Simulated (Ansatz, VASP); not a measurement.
# MoCl6: VASP beside Ansatz, part 2 of 2

Aim: how closely do two programs agree when they are given the same cell, functional and k mesh? The cell is taken from a series of runs on this material, whose earlier steps may have relaxed, scaled, displaced or heated it; both programs get it as it stands.

VASP 6.6.1 and Ansatz 0.2.0.

So far: Starting point; VASP: single point, r2SCAN with D4; Ansatz: single point, r2SCAN with D4; Side by side; Ansatz: single point, r2SCAN.

## 6. VASP: single point, r2SCAN

Level of this step: r2SCAN, no spin polarisation; plane waves and PAW (Mo_sv, Cl) (VASP).

The same cell, functional and mesh now go to VASP, with its own data sets.

File INCAR:

```
SYSTEM = MoCl6
PREC = Accurate
ENCUT = 440
EDIFF = 1E-06
NELM = 120
ISMEAR = 0
SIGMA = 0.01
LREAL = .FALSE.
ALGO = Normal
METAGGA = R2SCAN
LASPH = .TRUE.
NBANDS = 35
LORBIT = 11
LWAVE = .FALSE.
LCHARG = .FALSE.
ISIF = 2
GGA_COMPAT = .FALSE.
EFERMI = MIDGAP
LMIXTAU = .TRUE.
KPAR = 2
```

File POSCAR:

```
MoCl6
1.0
    6.1734763146      0.0000000000      0.0000000000
   -3.0867381573      5.3463873181      0.0000000000
    0.0000000000      0.0000000000      5.9659194200
Mo Cl
1 6
Direct
    0.0000000000      0.0000000000      0.5000000000
    0.3036071400      0.3036071400      0.2780403450
    0.0000000000      0.6963928600      0.2780403450
    0.6963928600      0.0000000000      0.2780403450
    0.0000000000      0.3036071400      0.7219596550
    0.3036071400      0.0000000000      0.7219596550
    0.6963928600      0.6963928600      0.7219596550
```

File KPOINTS:

```
Automatic mesh
0
Gamma
6 6 4
0 0 0
```

Potentials, in the order of the species: Mo_sv and Cl (PBE family, release 64).

On the command line:

```console
mpirun -np 2 vasp_std
```

Numbers of over 12 decimals in the logs are rounded to 6 here.

Output:

```text
[banner, memory and clock lines left out]
running    2 mpi-ranks, on    1 nodes
[...]
[... a notice as in an earlier step ...]

 LDA part: xc-table for (None), standard interpolation
 POSCAR, INCAR and KPOINTS ok, starting setup
[...]
entering main loop
       N       E                     dE             d eps       ncg     rms          rms(c)
DAV:   1     0.337259748925E+03    0.33726E+03   -0.26254E+04  1944   0.125E+03
DAV:   2    -0.616757007140E+02   -0.39894E+03   -0.39161E+03  2266   0.280E+02
DAV:   3    -0.903407025448E+02   -0.28665E+02   -0.28512E+02  1952   0.775E+01
DAV:   4    -0.907781961524E+02   -0.43749E+00   -0.43661E+00  2082   0.109E+01
[...]
DAV:  18    -0.688474091456E+02    0.32570E-05   -0.57496E-06  1785   0.200E-02    0.380E-03
DAV:  19    -0.688474163389E+02   -0.71933E-05   -0.37131E-06  1590   0.158E-02    0.102E-03
DAV:  20    -0.688474163794E+02   -0.40473E-07   -0.14378E-07  1044   0.327E-03
   1 F= -.68847416E+02 E0= -.68847416E+02  d E =0.000000E+00
```

Parts of OUTCAR (step 6):

```text
  Total       -0.1102438     -0.1102438     -0.4523689      0.0000000     -0.0000000      0.0000000
  in kB       -0.8970095     -0.8970095     -3.6807450      0.0000000     -0.0000000      0.0000000
  external PRESSURE =      -1.8249214 kB  Pullay stress =       0.0000000 kB

 POSITION                                       TOTAL-FORCE (eV/Angst)
 -----------------------------------------------------------------------------------
      0.00000      0.00000      2.98296         0.000000      0.000000     -0.000000
      0.93716      1.62320      1.65877         0.009451      0.016370     -0.055987
     -2.14958      3.72319      1.65877         0.009451     -0.016370     -0.055987
      4.29916      0.00000      1.65877        -0.018902      0.000000     -0.055987
     -0.93716      1.62320      4.30715        -0.009451      0.016370      0.055987
      1.87431      0.00000      4.30715         0.018902      0.000000      0.055987
      2.14958      3.72319      4.30715        -0.009451     -0.016370      0.055987
 -----------------------------------------------------------------------------------
    total drift:                               -0.000000      0.000000      0.000000

  FREE ENERGIE OF THE ION-ELECTRON SYSTEM (eV)
  ---------------------------------------------------
  free  energy   TOTEN  =       -68.8474163794 eV

  energy  without entropy=      -68.8474163794  energy(sigma->0) =      -68.84741638

[... 1 part as in an earlier step ...]

[... 2 further parts left out ...]
[key lines of the parts left out:]
E-fermi :  -0.0445
```

The run ends at a pressure of -0.18 GPa, with forces up to 0.059 eV/Å.

## 7. Side by side

Both answers:

```tsv
quantity	Ansatz	VASP	difference
gap on the k mesh (eV)	1.245	1.264	-0.020
```

A gap on the mesh is an upper bound, since the band edges may lie between its points.

## 8. VASP: single point, r2SCAN with rVV10

With cell and atoms fixed, the geometry can't cause a difference; cores, projectors, grids and the points listed under the comparison can.

Changes to INCAR since step 6:

```diff
@@ -10,2 +10,6 @@
 METAGGA = R2SCAN
+LUSE_VDW = .TRUE.
+IVDW_NL = 2
+BPARAM = 11.95
+CPARAM = 0.0093
 LASPH = .TRUE.
```

POSCAR is that of step 6.

KPOINTS is that of step 6.

On the command line:

```console
mpirun -np 2 vasp_std
```

Output:

```text
[banner, memory and clock lines left out]
running    2 mpi-ranks, on    1 nodes
[...]
|                                                                             |
|               ----> ADVICE to this user running VASP <----                  |
|                                                                             |
|     You have switched on vdW-DFT.                                           |
|     This routine was written and supplied by Jiri Klimes. We recommend      |
|     that you carefully read and cite the following publications:            |
|       J. Klimes, D.R. Bowler, A. Michelides                                 |
|          J. Phys.: Cond Matt. 22 022201 (2010)                              |
|       J. Klimes, D.R. Bowler, A. Michelides                                 |
|          Phys. Rev. B. 83, 195131 (2011)                                    |
|     and references therein.                                                 |
|                                                                             |

[...]
Total rVV10 correction in eV:      1.5943836    57.4805478
Total rVV10 correction in eV:      1.5943836    57.4805478
DAV:  16    -0.672498031740E+02   -0.19287E-03   -0.11231E-04  1796   0.927E-02    0.128E-02
Total rVV10 correction in eV:      1.5943890    57.4805478
Total rVV10 correction in eV:      1.5943890    57.4805478
DAV:  17    -0.672498093018E+02   -0.61278E-05   -0.34826E-06  1973   0.120E-02    0.438E-03
Total rVV10 correction in eV:      1.5944204    57.4805478
Total rVV10 correction in eV:      1.5944204    57.4805478
DAV:  18    -0.672498055262E+02    0.37756E-05   -0.49557E-06  1785   0.183E-02    0.373E-03
Total rVV10 correction in eV:      1.5944092    57.4805478
Total rVV10 correction in eV:      1.5944092    57.4805478
DAV:  19    -0.672498123015E+02   -0.67753E-05   -0.36360E-06  1596   0.157E-02    0.944E-04
Total rVV10 correction in eV:      1.5944171    57.4805478
Total rVV10 correction in eV:      1.5944171    57.4805478
DAV:  20    -0.672498123918E+02   -0.90278E-07   -0.13082E-07  1041   0.310E-03
Total rVV10 correction in eV:      1.5944255    57.4805478
Total rVV10 correction in eV:      1.5944255    57.4805478
Total rVV10 correction in eV:      1.5944227    57.4805478
Total rVV10 correction in eV:      1.5944227    57.4805478
   1 F= -.67249812E+02 E0= -.67249812E+02  d E =0.000000E+00
```

OUTCAR, selected parts (step 8):

```text
  Total       -0.8784777     -0.8784777     -1.2162007      0.0000000      0.0000000     -0.0000000
  in kB       -7.1478218     -7.1478218     -9.8957390      0.0000000      0.0000000     -0.0000000
  external PRESSURE =      -8.0637942 kB  Pullay stress =       0.0000000 kB

 POSITION                                       TOTAL-FORCE (eV/Angst)
 -----------------------------------------------------------------------------------
      0.00000      0.00000      2.98296         0.000000      0.000000      0.000000
      0.93716      1.62320      1.65877         0.022997      0.039832     -0.072268
     -2.14958      3.72319      1.65877         0.022997     -0.039832     -0.072268
      4.29916      0.00000      1.65877        -0.045994      0.000000     -0.072268
     -0.93716      1.62320      4.30715        -0.022997      0.039832      0.072268
      1.87431      0.00000      4.30715         0.045994      0.000000      0.072268
      2.14958      3.72319      4.30715        -0.022997     -0.039832      0.072268
 -----------------------------------------------------------------------------------
    total drift:                               -0.000000      0.000000      0.000000

  FREE ENERGIE OF THE ION-ELECTRON SYSTEM (eV)
  ---------------------------------------------------
  free  energy   TOTEN  =       -67.2498123918 eV

  energy  without entropy=      -67.2498123918  energy(sigma->0) =      -67.24981239

[... 2 parts as in an earlier step ...]

[... 1 further part left out ...]
[key lines of the parts left out:]
E-fermi :  -0.0491
```

The run ends at a pressure of -0.81 GPa, with forces up to 0.086 eV/Å.

## 9. Ansatz: single point, r2SCAN with rVV10

The same cell, functional and mesh now go to Ansatz, which takes its cutoff from its data sets.

The cell is taken from a series of runs on this material, whose earlier steps may have relaxed, scaled, displaced or heated it; both programs get it as it stands.

File input.yaml:

```yaml
crystal:
  lattice:
    - [6.1734763146, 0.0, 0.0]
    - [-3.0867381573, 5.3463873181, 0.0]
    - [0.0, 0.0, 5.96591942]
  atoms:
    - { symbol: Mo, position: [0.0, 0.0, 0.5] }
    - { symbol: Cl, position: [0.30360714, 0.30360714, 0.278040345] }
    - { symbol: Cl, position: [1.0, 0.69639286, 0.278040345] }
    - { symbol: Cl, position: [0.69639286, 0.0, 0.278040345] }
    - { symbol: Cl, position: [1.0, 0.30360714, 0.721959655] }
    - { symbol: Cl, position: [0.30360714, 0.0, 0.721959655] }
    - { symbol: Cl, position: [0.69639286, 0.69639286, 0.721959655] }
kpoints:
  mp_grid: { grid: [6, 6, 4] }
hamiltonian:
  xc: r2scan
  pseudopotentials: { kind: paw, source: ansatz }
  dispersion: rvv10
scf:
  occupations: { method: fixed }
  n_extra_bands: 6
  lower_state_search: "off"
  convergence: { dr2_threshold: 1.0e-09 }
output:
  eigenvalues: true
```

On the command line:

```console
ansatz run input.yaml --threads 4 --pin off --max-ram 18432MiB --backend cpu --events-out ev --progress --plain --runs-dir out
```

Output:

```text
[...]
Crystal: 7 atoms, lattice volume = 196.910 Å³
Basis set: ecut = 660 eV, 7591 PW (Γ), exchange–correlation on 240×240×240 points (64 copies of the dense FFT grid, shifted against one another)
Bands: 34, of which v1, the nominal top of the filled ones, is band 28 counted from 1 (27 counted from 0)
Symmetry: 12 space group operations
[...]
k-points: 24 of 144
[...]
--- Band table (eV; the first three rows and the last of 24) ---
  k-point 0: bands = [... 24 lower, 0.6690, 0.6690, 0.7216, 0.7216, 2.1880, 2.6406, 2.6406, 5.5721, ... 2 higher]
  k-point 1: bands = [... 24 lower, 0.6844, 0.6844, 0.7338, 0.7338, 2.3559, 2.5840, 2.5840, 5.7160, ... 2 higher]
  k-point 2: bands = [... 24 lower, 0.6772, 0.6772, 0.6999, 0.6999, 2.4675, 2.5233, 2.5233, 5.8726, ... 2 higher]
  k-point 23: bands = [... 24 lower, 0.2268, 0.7062, 0.7062, 0.8977, 2.5693, 2.5693, 2.5921, 5.5181, ... 2 higher]
[key lines of the parts left out:]
SCF converged after 10 iterations
Free energy (F): -11469.648971 eV
Fermi energy:    0.954854 eV
```

## 10. Side by side

Both answers:

```tsv
quantity	Ansatz	VASP	difference
gap on the k mesh (eV)	1.233	1.253	-0.020
```

A gap on the mesh is an upper bound, since the band edges may lie between its points.

## 11. What came out

| Quantity | Value |
| --- | --- |
| difference in gap on the k mesh (single point, r2SCAN with D4) | -0.020 eV |
| difference in gap on the k mesh (single point, r2SCAN) | -0.020 eV |
| difference in gap on the k mesh (single point, r2SCAN with rVV10) | -0.020 eV |

The difference in gap on the k mesh is -0.020 eV (single point, r2SCAN with rVV10), within the 0.08 eV picked in this series as the mark of a large difference. 3 further runs of this series are not shown here. Such differences can come from data sets, numerical settings and the points named under the comparisons, not from the functional's error against experiment.

[Lines on the potential files, build, host, timing and source positions are cut from VASP's logs without a mark.]

[Logs are printed without paths, hosts, clocks, repeated set-up lines and the standing remarks that a program may print on its own settings, such as how far it seeks lower states.]

[Hosts, paths, dates, database ids (printed as entryN), source tags and the programs' standing remarks are cut or masked in the printed files.]
